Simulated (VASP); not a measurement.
The input files of a VASP run:

INCAR:
```
! general
SYSTEM  = Ni3Si
PREC    = Accurate
ENCUT   = 500   ! plane-wave cut-off (eV)
LREAL   = .FALSE.
LASPH   = .TRUE.

! electronic loop
EDIFF   = 1E-6   ! SCF stop (eV)
NELM    = 100
ALGO    = Normal   ! blocked Davidson
LMAXMIX = 4   ! l cut-off of mixed one-centre charges

! smearing
ISMEAR  = 1
SIGMA   = 0.1   ! width (eV)

! functional
GGA     = PS   ! PBEsol

! ions
IBRION  = 2   ! conjugate gradients
NSW     = 40   ! most ionic steps
ISIF    = 3   ! ions, shape and volume
EDIFFG  = -0.02   ! ionic stop
PSTRESS = 50   ! kbar

! output
LWAVE   = .FALSE.
LCHARG  = .FALSE.
```

### KPOINTS
```
Automatic mesh
0
Gamma
9 9 9
0 0 0
```

POSCAR:
```
Ni3Si
1
    3.4386050241    -0.0000000000    -0.0000000000
   -0.0000000000     3.4386050241    -0.0000000000
    0.0000000000     0.0000000000     3.4386050241
Si Ni
1 3
Direct
  0.0000000000   0.0000000000   0.0000000000
  0.0000000000   0.5000000000   0.5000000000
  0.5000000000   0.0000000000   0.5000000000
  0.5000000000   0.5000000000   0.0000000000
```

POTCAR, in this order: Si Ni (PBE.64 set). Program: vasp_std.

**Question.** Translate this PBEsol calculation to Ansatz.

**Answer.** One equivalent input (not run):
Ansatz 0.2 input:
```yaml
crystal:
  lattice:
    - [3.4386050, 0.0000000, 0.0000000]
    - [0.0000000, 3.4386050, 0.0000000]
    - [0.0000000, 0.0000000, 3.4386050]
  atoms:
    - { symbol: Si, position: [0.0000000, 0.0000000, 0.0000000] }
    - { symbol: Ni, position: [0.0000000, 0.5000000, 0.5000000] }
    - { symbol: Ni, position: [0.5000000, 0.0000000, 0.5000000] }
    - { symbol: Ni, position: [0.5000000, 0.5000000, 0.0000000] }
kpoints:
  mp_grid: { grid: [9, 9, 9] }
hamiltonian:
  xc: pbesol
  pseudopotentials: { kind: paw }
scf:
  occupations: { method: methfessel_paxton, width: 0.1 }
  max_iter: 100
relax:
  max_steps: 40
  f_tol: 0.02
  cell: { p_target: 5 }
output: { forces: true, stress: true, eigenvalues: true }
```
Limits of the translation: each code has its own PAW files, so the cut-off isn't converted (ENCUT is set for VASP's; basis.ecutwfc is left out, and Ansatz then takes the one that its files recommend); Ansatz stops its SCF on the density residual and VASP on the energy change (EDIFF).

The compound is Ni3Si in the L1_2 structure. It was relaxed first under an external pressure of 5 GPa.
